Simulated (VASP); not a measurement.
Output of a VASP run:

File OSZICAR:
```
       N       E                     dE             d eps       ncg     rms          rms(c)
DAV:   1     0.621745926490E+03    0.62175E+03   -0.22779E+04  1488   0.167E+03
DAV:   2     0.436908527730E+02   -0.57806E+03   -0.55724E+03  1642   0.492E+02
DAV:   3    -0.347954010083E+02   -0.78486E+02   -0.77026E+02  1986   0.209E+02
DAV:   4    -0.373476064275E+02   -0.25522E+01   -0.25446E+01  1740   0.423E+01
DAV:   5    -0.374462224923E+02   -0.98616E-01   -0.98595E-01  2094   0.775E+00    0.136E+01
DAV:   6    -0.319641451326E+02    0.54821E+01   -0.25045E+01  2296   0.547E+01    0.469E+00
DAV:   7    -0.319607818986E+02    0.33632E-02   -0.16700E+00  1768   0.104E+01    0.279E+00
DAV:   8    -0.319513190289E+02    0.94629E-02   -0.46378E-01  2334   0.630E+00    0.117E+00
DAV:   9    -0.319235138382E+02    0.27805E-01   -0.11836E-01  2426   0.412E+00    0.130E-01
DAV:  10    -0.319252820155E+02   -0.17682E-02   -0.10661E-02  1677   0.617E-01    0.120E-01
DAV:  11    -0.319252221400E+02    0.59875E-04   -0.37893E-04  2356   0.212E-01    0.453E-02
DAV:  12    -0.319252033579E+02    0.18782E-04   -0.81106E-05  1996   0.592E-02    0.112E-02
DAV:  13    -0.319252028979E+02    0.45993E-06   -0.43369E-06  1812   0.181E-02
   1 F= -.31925203E+02 E0= -.31919643E+02  d E =-.111194E-01
```

**OUTCAR**
```
------------------------ aborting loop because EDIFF is reached ----------------------------------------
  FORCE on cell =-STRESS in cart. coord.  units (eV):
  Direction    XX          YY          ZZ          XY          YZ          ZX
  --------------------------------------------------------------------------------------
  Total       -2.3413443     -2.3413443     -2.4283541      0.0000000      0.0000000      0.0000000
  in kB      -42.3530955    -42.3530955    -43.9270348      0.0000000      0.0000000      0.0000000
  external PRESSURE =     -42.8777419 kB  Pullay stress =       0.0000000 kB
  volume of cell :       88.57
      direct lattice vectors                 reciprocal lattice vectors
     5.062891000  0.000000000  0.000000000     0.197515609  0.000000000  0.000000000
     0.000000000  5.062891000  0.000000000     0.000000000  0.197515609  0.000000000
     0.000000000  0.000000000  3.455362000     0.000000000  0.000000000  0.289405278
 POSITION                                       TOTAL-FORCE (eV/Angst)
 -----------------------------------------------------------------------------------
      0.00000      0.00000      0.00000         0.000000      0.000000      0.000000
      2.53145      2.53145      1.72768         0.000000      0.000000      0.000000
      1.55648      1.55648      0.00000         0.030417      0.030417      0.000000
      3.50641      3.50641      0.00000        -0.030417     -0.030417      0.000000
      0.97496      4.08793      1.72768        -0.030417      0.030417      0.000000
      4.08793      0.97496      1.72768         0.030417     -0.030417      0.000000
 -----------------------------------------------------------------------------------
    total drift:                               -0.000000      0.000000      0.000000
  FREE ENERGIE OF THE ION-ELECTRON SYSTEM (eV)
  ---------------------------------------------------
  free  energy   TOTEN  =       -31.9252028979 eV

  energy  without entropy=      -31.9140835253  energy(sigma->0) =      -31.91964321
```
(Selected blocks of OUTCAR.)

POSCAR:
```
PbO2
1
    5.0628910000     0.0000000000     0.0000000000
    0.0000000000     5.0628910000     0.0000000000
    0.0000000000     0.0000000000     3.4553620000
Pb O
2 4
Direct
  0.0000000000   0.0000000000   0.0000000000
  0.5000000000   0.5000000000   0.5000000000
  0.3074300000   0.3074300000   0.0000000000
  0.6925700000   0.6925700000   0.0000000000
  0.1925700000   0.8074300000   0.5000000000
  0.8074300000   0.1925700000   0.5000000000
```

Question: Write an INCAR and KPOINTS that could have produced this output.

Answer: This is not unique; one that fits is the input of the run itself, PBE GGA, plane waves, VASP's PBE PAW potentials (set 64).

INCAR:
```
SYSTEM = PbO2
PREC = Accurate; ENCUT = 400; LREAL = F
LASPH = T
EDIFF = 1E-6; NELM = 100; ALGO = Normal
LMAXMIX = 4
ISMEAR = 0; SIGMA = 0.2
GGA = PE
ISIF = 2
LWAVE = F; LCHARG = F
```

File KPOINTS:
```
Automatic
0
gamma
 5 5 7
0 0 0
```

POTCAR, in this order: Pb_d O (PBE.64 set). Program: vasp_std.

At this cut-off the stress carries a Pulay error, which pulls relaxed volumes low.

The structure comes from a computed database's PbO2 entry; how it stands against other phases isn't given here. The cell was not relaxed at this level.
